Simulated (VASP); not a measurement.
Calculation: LDA (Ceperley-Alder, Perdew-Zunger), VASP's LDA PAW potentials (set 64) (plane waves; VASP).

A VASP calculation is set up with these files.

POSCAR:
```
RuAl
1
    2.9900000000     0.0000000000     0.0000000000
    0.0000000000     2.9900000000     0.0000000000
    0.0000000000     0.0000000000     2.9900000000
Al Ru
1 1
Direct
  0.5000000000   0.5000000000   0.5000000000
  0.0000000000   0.0000000000   0.0000000000
```

### KPOINTS
```
Automatic mesh
0
Gamma
11 11 11
0 0 0
```

### INCAR
```
! general
SYSTEM =RuAl
PREC   =Accurate
ENCUT  =520
LREAL  =.FALSE.
LASPH  =.TRUE.

! electronic loop
EDIFF  =1E-6
NELM   =100
ALGO   =Normal
LMAXMIX=4

! smearing
ISMEAR =1
SIGMA  =0.1

! ions
IBRION =2
NSW    =60
ISIF   =3
EDIFFG =-0.01

! output
LWAVE  =.FALSE.
LCHARG =.FALSE.
```

POTCAR, in this order: Al Ru_pv (LDA.64 set). Program: vasp_std.

The run wrote:

OUTCAR:
```
 ion  position               nearest neighbor table
   1  0.500  0.500  0.500-   2 2.59   2 2.59   2 2.59   2 2.59   2 2.59   2 2.59   2 2.59   2 2.59
  LATTYP: Found a simple cubic cell.
 ALAT       =     2.9900000000
 Subroutine PRICEL returns:
 Original cell was already a primitive cell.
 Subroutine GETGRP returns: Found 48 space group operations
The static configuration has the point symmetry O_h .
The dynamic configuration has the point symmetry O_h .
 Subroutine INISYM returns: Found 48 space group operations
 Subroutine IBZKPT returns following result:
 Found     56 irreducible k-points:

 Following reciprocal coordinates:
            Coordinates               Weight
  0.000000  0.000000  0.000000      1.000000
  0.090909  0.000000  0.000000      6.000000
  0.181818  0.000000  0.000000      6.000000
  0.272727  0.000000  0.000000      6.000000
  0.363636  0.000000  0.000000      6.000000
  0.454545  0.000000  0.000000      6.000000
  0.090909  0.090909  0.000000     12.000000
  0.181818  0.090909  0.000000     24.000000
  0.272727  0.090909  0.000000     24.000000
  0.363636  0.090909  0.000000     24.000000
  0.454545  0.090909  0.000000     24.000000
  0.181818  0.181818  0.000000     12.000000
  0.272727  0.181818  0.000000     24.000000
  0.363636  0.181818  0.000000     24.000000
  0.454545  0.181818  0.000000     24.000000
  0.272727  0.272727  0.000000     12.000000
  0.363636  0.272727  0.000000     24.000000
  0.454545  0.272727  0.000000     24.000000
  0.363636  0.363636  0.000000     12.000000
  0.454545  0.363636  0.000000     24.000000
  0.454545  0.454545  0.000000     12.000000
  0.090909  0.090909  0.090909      8.000000
  0.181818  0.090909  0.090909     24.000000
  0.272727  0.090909  0.090909     24.000000
  0.363636  0.090909  0.090909     24.000000
...
```

### OSZICAR
```
       N       E                     dE             d eps       ncg     rms          rms(c)
DAV:   1     0.114107635376E+03    0.11411E+03   -0.93806E+03  1352   0.133E+03
DAV:   2    -0.143226383297E+02   -0.12843E+03   -0.12388E+03  1456   0.351E+02
DAV:   3    -0.168185343624E+02   -0.24959E+01   -0.24118E+01  1620   0.497E+01
DAV:   4    -0.168446550753E+02   -0.26121E-01   -0.26107E-01  1488   0.488E+00
DAV:   5    -0.168453737746E+02   -0.71870E-03   -0.71868E-03  1732   0.711E-01    0.124E+01
DAV:   6    -0.162550693765E+02    0.59030E+00   -0.36154E+00  1412   0.217E+01    0.238E+00
DAV:   7    -0.161744812413E+02    0.80588E-01   -0.29084E-01  1416   0.648E+00    0.209E+00
DAV:   8    -0.161533598014E+02    0.21121E-01   -0.22895E-02  1484   0.127E+00    0.217E-01
DAV:   9    -0.161532003874E+02    0.15941E-03   -0.27976E-04  1676   0.147E-01    0.128E-01
DAV:  10    -0.161531793172E+02    0.21070E-04   -0.41100E-05  1632   0.874E-02    0.989E-03
DAV:  11    -0.161531788900E+02    0.42721E-06   -0.19472E-06  1080   0.188E-02
   1 F= -.16153179E+02 E0= -.16152799E+02  d E =-.161532E+02
       N       E                     dE             d eps       ncg     rms          rms(c)
DAV:   1    -0.187611411365E+02   -0.26080E+01   -0.41373E+01  1392   0.908E+01    0.190E+01
DAV:   2    -0.162334050489E+02    0.25277E+01   -0.13353E+01  1392   0.449E+01    0.638E+00
DAV:   3    -0.161194371385E+02    0.11397E+00   -0.51686E-01  1404   0.856E+00    0.236E+00
DAV:   4    -0.161133747227E+02    0.60624E-02   -0.71791E-02  1412   0.279E+00    0.816E-01
DAV:   5    -0.161132267102E+02    0.14801E-03   -0.45582E-03  1640   0.812E-01    0.308E-01
DAV:   6    -0.161135490132E+02   -0.32230E-03   -0.19967E-04  1532   0.128E-01    0.518E-02
DAV:   7    -0.161135585451E+02   -0.95319E-05   -0.99792E-06  1764   0.220E-02    0.117E-02
DAV:   8    -0.161135581693E+02    0.37585E-06   -0.30741E-07   904   0.660E-03
   2 F= -.16113558E+02 E0= -.16113174E+02  d E =0.396207E-01
       N       E                     dE             d eps       ncg     rms          rms(c)
DAV:   1    -0.173103098644E+02   -0.11968E+01   -0.16769E+01  1368   0.599E+01    0.855E+00
DAV:   2    -0.163441204196E+02    0.96619E+00   -0.75531E+00  1408   0.327E+01    0.338E+00
DAV:   3    -0.161761184413E+02    0.16800E+00   -0.50013E-01  1412   0.828E+00    0.829E-01
DAV:   4    -0.161733814617E+02    0.27370E-02   -0.27527E-02  1424   0.119E+00    0.392E-01
DAV:   5    -0.161741203667E+02   -0.73890E-03   -0.40425E-03  1492   0.729E-01    0.120E-01
DAV:   6    -0.161742624852E+02   -0.14212E-03   -0.43577E-04  1708   0.230E-01    0.289E-02
DAV:   7    -0.161742579600E+02    0.45252E-05   -0.59983E-05  1500   0.893E-02    0.119E-02
DAV:   8    -0.161742570830E+02    0.87706E-06   -0.32027E-06  1424   0.201E-02
   3 F= -.16174257E+02 E0= -.16173869E+02  d E =-.210782E-01
       N       E                     dE             d eps       ncg     rms          rms(c)
DAV:   1    -0.161744210968E+02   -0.16314E-03   -0.23887E-03  1372   0.702E-01    0.116E-01
DAV:   2    -0.161742763020E+02    0.14479E-03   -0.93992E-04  1404   0.370E-01    0.415E-02
DAV:   3    -0.161742616418E+02    0.14660E-04   -0.50621E-05  1400   0.844E-02    0.945E-03
DAV:   4    -0.161742614964E+02    0.14543E-06   -0.47487E-06  1400   0.161E-02
   4 F= -.16174261E+02 E0= -.16173873E+02  d E =-.210826E-01
```

### OUTCAR
```
------------------------ aborting loop because EDIFF is reached ----------------------------------------
  FORCE on cell =-STRESS in cart. coord.  units (eV):
  Direction    XX          YY          ZZ          XY          YZ          ZX
  --------------------------------------------------------------------------------------
  Total        0.0006299      0.0006299      0.0006299     -0.0000000      0.0000000     -0.0000000
  in kB        0.0390656      0.0390656      0.0390656     -0.0000000      0.0000000     -0.0000000
  external PRESSURE =       0.0390656 kB  Pullay stress =       0.0000000 kB
  volume of cell :       25.83
      direct lattice vectors                 reciprocal lattice vectors
     2.956112347  0.000000000 -0.000000000     0.338282136 -0.000000000  0.000000000
     0.000000000  2.956112347  0.000000000    -0.000000000  0.338282136 -0.000000000
    -0.000000000  0.000000000  2.956112347     0.000000000 -0.000000000  0.338282136
 POSITION                                       TOTAL-FORCE (eV/Angst)
 -----------------------------------------------------------------------------------
      1.47806      1.47806      1.47806         0.000000      0.000000      0.000000
      0.00000      0.00000      0.00000        -0.000000      0.000000     -0.000000
 -----------------------------------------------------------------------------------
    total drift:                                0.000000      0.000000      0.000000
  FREE ENERGIE OF THE ION-ELECTRON SYSTEM (eV)
  ---------------------------------------------------
  free  energy   TOTEN  =       -16.1742614964 eV

  energy  without entropy=      -16.1730970267  energy(sigma->0) =      -16.17387334

 reached required accuracy - stopping structural energy minimisation
```
(Selected blocks of OUTCAR.)

**CONTCAR**
```
RuAl
   1.00000000000000
     2.9561123468116697    0.0000000000000000   -0.0000000000000000
     0.0000000000000000    2.9561123468116697    0.0000000000000000
    -0.0000000000000000    0.0000000000000000    2.9561123468116697
  Al              Ru
     1     1
Direct
     0.5000000000000000    0.5000000000000000    0.5000000000000000
     0.0000000000000000    0.0000000000000000    0.0000000000000000
```

Energy and stress use the plane-wave basis of the starting cell.

The compound is RuAl in the CsCl type structure. This run relaxes it. Symmetry was kept, so distortions that lower it aren't found. The electron count is odd and the run is not spin-polarised, which forces a metal.
